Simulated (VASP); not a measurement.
Input for VASP

### KPOINTS
```
Automatic mesh
0
Gamma
10 10 10
0 0 0
```

### INCAR
```
SYSTEM = NiSi2
PREC = Accurate; ENCUT = 520; LREAL = .FALSE.
LASPH = .TRUE.
EDIFF = 1E-7; NELM = 100; ALGO = Normal
LMAXMIX = 4
ISMEAR = 1; SIGMA = 0.1
GGA = MK; LUSE_VDW = .TRUE.; AGGAC = 0.0
PARAM1 = 0.1234; PARAM2 = 1.0
ISIF = 2
LWAVE = .FALSE.; LCHARG = .FALSE.
```

POSCAR:
```
NiSi2
1
    0.0000000000     2.7197143465     2.7197143465
    2.7197143465     0.0000000000     2.7197143465
    2.7197143465     2.7197143465     0.0000000000
Si Ni
2 1
Direct
  0.2500000000   0.2500000000   0.2500000000
  0.7500000000   0.7500000000   0.7500000000
  0.0000000000   0.0000000000   0.0000000000
```

POTCAR, in this order: Si Ni (PBE.64 set). Program: vasp_std.

### Question
Write an equivalent input for Quantum ESPRESSO's pw.x.

### Answer
One equivalent input (not run):
```
&CONTROL
  calculation = 'scf'
  pseudo_dir = './pseudo'
  outdir = './out'
  tprnfor = .true.
  tstress = .true.
/
&SYSTEM
  ibrav = 0
  nat = 3
  ntyp = 2
  ecutwfc = 98
  occupations = 'smearing'
  smearing = 'methfessel-paxton'
  degauss = 0.00735
  input_dft = 'vdw-df-ob86'
/
&ELECTRONS
  conv_thr = 7.3e-09
  electron_maxstep = 100
/
ATOMIC_SPECIES
  Si 28.085 Si.upf
  Ni 58.693 Ni.upf
CELL_PARAMETERS angstrom
     0.0000000    2.7197143    2.7197143
     2.7197143    0.0000000    2.7197143
     2.7197143    2.7197143    0.0000000
ATOMIC_POSITIONS crystal
  Si   0.2500000  0.2500000  0.2500000
  Si   0.7500000  0.7500000  0.7500000
  Ni   0.0000000  0.0000000  0.0000000
K_POINTS automatic
  10 10 10 0 0 0
```
Limits of the translation: the potentials are each code's own (VASP's PAW set, PseudoDojo norm-conserving files in pw.x), so ENCUT and ecutwfc are chosen apart and not converted; conv_thr bounds pw.x's estimated SCF error, while EDIFF bounds the energy change between steps.

The compound is NiSi2 in the fluorite structure. It was relaxed first.
